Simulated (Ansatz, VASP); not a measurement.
# Cross-check of V2CO2 (V2CO2 MXene monolayer) between VASP and Ansatz, part 2 of 2

Wanted: the spread between two codes on one cell, functional and k mesh. The structure shown is the start of the Ansatz relaxation below; VASP solves that cell, so the two are compared at the walk's first step.

VASP 6.6.1 and Ansatz 0.2.0.

So far: Starting point; Ansatz: relaxation, PBE with D3(BJ).

## (3) VASP: single point, PBE with D3(BJ), start cell

Level of this step: PBE with D3(BJ), zero-moment start; plane waves and PAW (O, V_sv, C) (VASP).

The same cell, functional, mesh and smearing now go to VASP, with its own data sets.

Lines of VASP's logs that name or quote its potential files are left out, and so is its time.

INCAR reads:

```
SYSTEM = V2CO2
PREC = Accurate
ENCUT = 520
EDIFF = 1E-06
NELM = 200
ISMEAR = -1
SIGMA = 0.05
LREAL = .FALSE.
ALGO = Normal
GGA = PE
IVDW = 12
NBANDS = 29
ISPIN = 2
MAGMOM = -0 -0 0 0 -0
LASPH = .TRUE.
LMAXMIX = 4
LORBIT = 11
LWAVE = .FALSE.
LCHARG = .FALSE.
ISIF = 2
LDIPOL = .TRUE.
IDIPOL = 3
DIPOL = 0.5 0.5 0.5
LVHAR = .TRUE.
GGA_COMPAT = .FALSE.
NELMDL = -8
KPAR = 2
```

POSCAR reads:

```
V2CO2
1.0
    3.0121520000      0.0000000000      0.0000000000
   -1.5060760000      2.6086000000      0.0000000000
    0.0000000000      0.0000000000     39.9983650000
O V C
2 2 1
Direct
    0.3333333972      0.6666667944      0.4437681390
    0.6666666028      0.3333332056      0.5562318610
    0.6666666028      0.3333332056      0.4702859229
    0.3333333972      0.6666667944      0.5297140771
    0.0000000000      0.0000000000      0.5000000125
```

KPOINTS reads:

```
Automatic mesh
0
Gamma
12 12 1
0 0 0
```

The projector-augmented-wave data sets are O, V_sv and C (PBE family, release 64).

Command:

```
mpirun -np 2 vasp_std
```

Numbers of over 12 decimals in the logs are rounded to 6 here.

Log:

```text
[banner, memory and clock lines left out]
running    2 mpi-ranks, on    1 nodes
 distrk:  each k-point on    1 cores,    2 groups
 distr:  one band on    1 cores,    1 groups

 POSCAR found type information on POSCAR O V C
 POSCAR found :  3 types and       5 ions
 LDA part: xc-table for (Slater+PW92), standard interpolation
 POSCAR, INCAR and KPOINTS ok, starting setup
 FFT: planning ... GRIDC
 FFT: planning ... GRID_SOFT
 FFT: planning ... GRID
 WAVECAR not read
 entering main loop
       N       E                     dE             d eps       ncg     rms          rms(c)
DAV:   1     0.408676683015E+03    0.40868E+03   -0.22838E+04  2980   0.115E+03
DAV:   2    -0.104604776954E+02   -0.41914E+03   -0.40866E+03  2792   0.346E+02
DAV:   3    -0.582931516515E+02   -0.47833E+02   -0.46979E+02  2616   0.109E+02
DAV:   4    -0.598290535037E+02   -0.15359E+01   -0.15310E+01  2568   0.199E+01
DAV:   5    -0.598574719817E+02   -0.28418E-01   -0.28409E-01  2754   0.266E+00
DAV:   6    -0.598579592443E+02   -0.48726E-03   -0.48719E-03  2872   0.367E-01
DAV:   7    -0.598579703979E+02   -0.11154E-04   -0.11153E-04  2717   0.489E-02
DAV:   8    -0.598579707596E+02   -0.36175E-06   -0.36176E-06  2568   0.917E-03    0.414E+01
DAV:   9    -0.543967783304E+02    0.54612E+01   -0.16546E+02  2545   0.880E+01    0.405E+01
DAV:  10    -0.514197733959E+02    0.29770E+01   -0.25987E+02  2896   0.974E+01    0.221E+01
DAV:  11    -0.463740373882E+02    0.50457E+01   -0.10906E+01  2448   0.256E+01    0.114E+01
DAV:  12    -0.442970893743E+02    0.20769E+01   -0.43602E+00  2665   0.158E+01    0.374E+00
DAV:  13    -0.441584569236E+02    0.13863E+00   -0.45638E-01  2606   0.463E+00    0.270E+00
DAV:  14    -0.440869050146E+02    0.71552E-01   -0.56680E-01  2713   0.703E+00    0.304E+00
[...]
DAV:  25    -0.440518020881E+02   -0.43298E-04   -0.22659E-05  2839   0.407E-02    0.469E-03
DAV:  26    -0.440518285106E+02   -0.26423E-04   -0.14428E-05  2505   0.253E-02    0.112E-02
DAV:  27    -0.440518361271E+02   -0.76165E-05   -0.15166E-06  1542   0.906E-03    0.695E-03
DAV:  28    -0.440518427706E+02   -0.66435E-05   -0.31914E-06  1940   0.953E-03    0.207E-03
DAV:  29    -0.440518472991E+02   -0.45285E-05   -0.20082E-07  1207   0.302E-03    0.159E-03
DAV:  30    -0.440518543298E+02   -0.70307E-05   -0.27823E-07  1356   0.201E-03    0.353E-04
DAV:  31    -0.440518558247E+02   -0.14949E-05   -0.99588E-08  1192   0.169E-03    0.104E-03
DAV:  32    -0.440518567319E+02   -0.90716E-06   -0.42069E-08  1157   0.141E-03
   1 F= -.45134867E+02 E0= -.45127336E+02  d E =-.150638E-01  mag=    -0.0000
```

OUTCAR, selected parts (step 3):

```text
ion  position               nearest neighbor table
   1  0.333  0.667  0.444-   3 2.04   3 2.04   3 2.04
   2  0.667  0.333  0.556-   4 2.04   4 2.04   4 2.04
   3  0.667  0.333  0.470-   1 2.04   1 2.04   1 2.04   5 2.11   5 2.11   5 2.11
   4  0.333  0.667  0.530-   2 2.04   2 2.04   2 2.04   5 2.11   5 2.11   5 2.11
   5  0.000  0.000  0.500-   4 2.11   4 2.11   4 2.11   3 2.11   3 2.11   3 2.11

  LATTYP: Found a hexagonal cell.
 ALAT       =     3.0121520000
 C/A-ratio  =    13.2789995326

 Subroutine GETGRP returns: Found 12 space group operations
 (whereof 12 operations were pure point group operations)

The static configuration has the point symmetry D_3d.

 Found     19 irreducible k-points:

   k-points           NKPTS =     19   k-points in BZ     NKDIM =     19   number of bands    NBANDS=     29

   dimension x,y,z NGX =    24 NGY =   24 NGZ =  300
   dimension x,y,z NGXF=    48 NGYF=   48 NGZF=  600

   ENCUT  =  520.0 eV  38.22 Ry    6.18 a.u.   5.60  5.60 74.37*2*pi/ulx,y,z

   NELECT =      42.0000    total number of electrons

 k-points in reciprocal lattice and weights: Automatic mesh
   0.00000000  0.00000000  0.00000000       0.007
   0.08333333  0.00000000  0.00000000       0.042
   0.16666667  0.00000000  0.00000000       0.042
   0.25000000  0.00000000  0.00000000       0.042
   0.33333333 -0.00000000  0.00000000       0.042
   0.41666667  0.00000000  0.00000000       0.042
   0.50000000  0.00000000  0.00000000       0.021
   0.08333333  0.08333333  0.00000000       0.042
   0.16666667  0.08333333  0.00000000       0.083
[...]
0.33333333  0.25000000  0.00000000       0.083
   0.33333333  0.33333333  0.00000000       0.014

 dipolmoment           0.000000      0.000000     -0.000002 electrons x Angstroem

 average (electrostatic) potential at core
       1 -80.1762       2 -80.1762       3 -86.5391       4 -86.5391       5 -59.4444

 E-fermi :  -4.7028

 spin component 1
 k-point     1 :       0.0000    0.0000    0.0000
  band No.  band energies     occupation
    ...
     18      -5.8989      1.00000
     19      -5.5184      1.00000
     20      -5.5184      1.00000
     21      -5.3770      1.00000
     22      -5.3770      1.00000
     23      -4.3703      0.00129
     24      -4.3153      0.00043
     25      -4.3153      0.00043
     26      -2.9221      0.00000
     27      -2.7539      0.00000
    ...

 k-point     2 :       0.0833    0.0000    0.0000
  band No.  band energies     occupation
    ...
     18      -6.3287      1.00000
     19      -6.1024      1.00000
     20      -5.8035      1.00000
     21      -5.0853      0.99952
     22      -4.8587      0.95761
     23      -4.3519      0.00089
     24      -4.2436      0.00010
     25      -4.1094      0.00001
     26      -2.9069      0.00000
     27      -2.7884      0.00000
    ...

 k-point     3 :       0.1667    0.0000    0.0000
  band No.  band energies     occupation
    ...
     17      -8.0244      1.00000
     18      -7.4188      1.00000
     19      -6.6517      1.00000
     20      -5.9364      1.00000
     21      -5.1484      0.99987
     22      -4.6076      0.12954
     23      -4.1222      0.00001
     24      -3.8948      0.00000
     25      -3.8200      0.00000
     26      -2.9683      0.00000
    ...

 k-point     4 :       0.2500    0.0000    0.0000
  band No.  band energies     occupation
    ...
     17      -8.4164      1.00000
     18      -7.7513      1.00000
     19      -6.9919      1.00000
     20      -6.4134      1.00000
     21      -5.2778      0.99999
     22      -4.4849      0.01263
     23      -4.0073      0.00000
     24      -3.5472      0.00000
     25      -3.5278      0.00000
     26      -3.1174      0.00000
    ...

 k-point     5 :       0.3333   -0.0000    0.0000
  band No.  band energies     occupation
    ...
     17      -8.3995      1.00000
     18      -7.8331      1.00000
     19      -7.0695      1.00000
     20      -6.7261      1.00000
     21      -5.4437      1.00000
     22      -4.2990      0.00031
     23      -4.0476      0.00000
     24      -3.5017      0.00000
     25      -3.3115      0.00000
     26      -3.2902      0.00000
    ...

 k-point     6 :       0.4167    0.0000    0.0000
  band No.  band energies     occupation
    ...
     17      -8.3736      1.00000
     18      -8.1884      1.00000
     19      -6.9830      1.00000
     20      -6.7220      1.00000
     21      -5.5448      1.00000
     22      -4.1685      0.00002
     23      -4.0899      0.00000
     24      -3.6450      0.00000
     25      -3.5025      0.00000
     26      -3.1522      0.00000
    ...

 Edisp (eV)   -1.08301

  Total      -8.92365    -8.92365    -4.95898     0.00000    -0.00000    -0.00000
  in kB     -45.49110   -45.49110   -25.27998     0.00000    -0.00000    -0.00000
  external pressure =      -38.75 kB  Pullay stress =        0.00 kB

  energy-cutoff  :      520.00
  volume of cell :      314.29
      direct lattice vectors                 reciprocal lattice vectors
     3.012152000  0.000000000  0.000000000     0.331988558  0.191673695  0.000000000
    -1.506076000  2.608600000  0.000000000     0.000000000  0.383347389  0.000000000
     0.000000000  0.000000000 39.998365000     0.000000000  0.000000000  0.025001022

 POSITION                                       TOTAL-FORCE (eV/Angst)
 -----------------------------------------------------------------------------------
      0.00000      1.73907     17.75000         0.000000      0.000000      1.355717
      1.50608      0.86953     22.24837         0.000000      0.000000     -1.355717
      1.50608      0.86953     18.81067        -0.000000     -0.000000     -0.504176
      0.00000      1.73907     21.18770         0.000000      0.000000      0.504176
      0.00000      0.00000     19.99918        -0.000000      0.000000      0.000000
 -----------------------------------------------------------------------------------
    total drift:                                0.000000     -0.000000     -0.000427

  FREE ENERGIE OF THE ION-ELECTRON SYSTEM (eV)
  ---------------------------------------------------
  free  energy   TOTEN  =       -45.1348674036 eV

  energy  without entropy=      -45.1198036090  energy(sigma->0) =      -45.12733551

 vacuum level on the upper side and lower side of the slab         2.277         2.277

 total charge
# of ion       s       p       d       tot
------------------------------------------
    1        1.580   3.346   0.000   4.926
    2        1.580   3.346   0.000   4.926
    3        2.248   6.276   2.928  11.452
    4        2.248   6.276   2.928  11.452
    5        0.894   1.519   0.000   2.413
--------------------------------------------------
tot          8.551  20.762   5.857  35.170

 magnetization (x)
# of ion       s       p       d       tot
------------------------------------------
    1        0.000   0.000   0.000   0.000
    2        0.000   0.000   0.000   0.000
    3       -0.000  -0.000  -0.000  -0.000
    4       -0.000  -0.000  -0.000  -0.000
    5        0.000   0.000   0.000   0.000
--------------------------------------------------
tot          0.000   0.000  -0.000  -0.000

[... 1 further part left out ...]
```

This run allows spin, but its moments start at zero, where symmetry between the spins tends to hold them, although V can carry a moment.

## (4) Comparison

Known differences besides the potentials themselves: Ansatz cuts the interaction across the vacuum, VASP repeats the sheet with a dipole correction; the cutoff is 420 eV in Ansatz and 520 eV in VASP. Total energies have different zeros and are not compared.

Forces (eV/Å; atoms numbered as in POSCAR):

```tsv
atom	Ansatz x, y, z	VASP x, y, z
O1	0.000, 0.000, 1.403	0.000, 0.000, 1.356
O2	0.000, 0.000, -1.403	0.000, 0.000, -1.356
V3	0.000, 0.000, -0.513	0.000, 0.000, -0.504
V4	0.000, 0.000, 0.513	0.000, 0.000, 0.504
C5	0.000, 0.000, 0.000	0.000, 0.000, 0.000
```

The forces differ by 17 meV/Å r.m.s., which is 3.3 % of the r.m.s. force of 0.528 eV/Å (both taken over all components). Moments aren't recorded for both runs of this pair, so they may hold unlike magnetic states. With vacuum in the cell, a pressure given here is an average over mostly empty space and none of the material.

## (5) Summary of results

```
r.m.s. force difference (single point, PBE with D3(BJ), start cell) : 3.3 % of the r.m.s. force
```

**Reading.** The r.m.s. force difference is 3.3 % of the r.m.s. force (single point, PBE with D3(BJ), start cell), beyond the 3 % picked in this series as the mark of a large difference. What causes the difference of the single point, PBE with D3(BJ), start cell pair stays open here. 1 further run of this series is not shown here. Such differences can come from data sets, numerical settings and the points named under the comparisons, not from the functional's error against experiment.

[Lines on the potential files, build, host, timing and source positions are cut from VASP's logs without a mark.]

[Logs are printed without paths, hosts, clocks, repeated set-up lines and the standing remarks that a program may print on its own settings, such as how far it seeks lower states.]

[Hosts, paths, dates, database ids (printed as entryN), source tags and the programs' standing remarks are cut or masked in the printed files.]
